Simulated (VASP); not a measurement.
These are optB86b-vdW, VASP's PBE PAW potentials (set 64) (plane waves; VASP) values and carry that method's errors.

A VASP calculation is set up with these files.

KPOINTS:
```
Automatic mesh
0
Gamma
 9 9 9
```

POSCAR:
```
MgS
1.0
  0.0000000000   2.6234275983   2.6234275983
  2.6234275983   0.0000000000   2.6234275983
  2.6234275983   2.6234275983   0.0000000000
Mg S
1 1
Direct
  0.0000000000   0.0000000000   0.0000000000
  0.5000000000   0.5000000000   0.5000000000
```

### INCAR
```
ISIF  =  2   ! forces and stress, cell fixed
SYSTEM  =  MgS
LASPH  =  .TRUE.   ! aspherical one-centre terms
EDIFF  =  1E-7
AGGAC  =  0.0
ISMEAR  =  0   ! Gaussian
LREAL  =  .FALSE.   ! projection in real space or not
ENCUT  =  520   ! plane-wave cut-off (eV)
GGA  =  MK
ALGO  =  Normal   ! blocked Davidson
PARAM2  =  1.0
SIGMA  =  0.05   ! width (eV)
PARAM1  =  0.1234
LWAVE  =  .FALSE.
PREC  =  Accurate
LUSE_VDW  =  .TRUE.
NELM  =  100
LCHARG  =  .FALSE.
```

POTCAR, in this order: Mg S (PBE.64 set). Program: vasp_std.

Problem. Predict the energy per atom (σ→0), pressure.

Solution. 
- energy per atom (σ→0): -2.920 eV/atom
- pressure: -2.14 GPa

File OSZICAR:
```
...
DAV:   7    -0.583791863574E+01    0.33664E-01   -0.23360E-01   736   0.259E+00    0.238E+00
DAV:   8    -0.583973550930E+01   -0.18169E-02   -0.15359E-02   600   0.114E+00    0.988E-01
DAV:   9    -0.583953130841E+01    0.20420E-03   -0.68324E-04   712   0.218E-01    0.291E-01
DAV:  10    -0.583957952537E+01   -0.48217E-04   -0.17515E-04   816   0.899E-02    0.160E-02
DAV:  11    -0.583957673301E+01    0.27924E-05   -0.26188E-05   688   0.270E-02    0.752E-03
DAV:  12    -0.583957689814E+01   -0.16513E-06   -0.58692E-07   688   0.662E-03    0.698E-04
DAV:  13    -0.583957694227E+01   -0.44133E-07   -0.38426E-08   416   0.160E-03
   1 F= -.58395769E+01 E0= -.58395769E+01  d E =-.287705E-15
```

The compound is MgS in the rock salt structure. This cell is one point of a volume scan, at 1.03 of the reference volume.
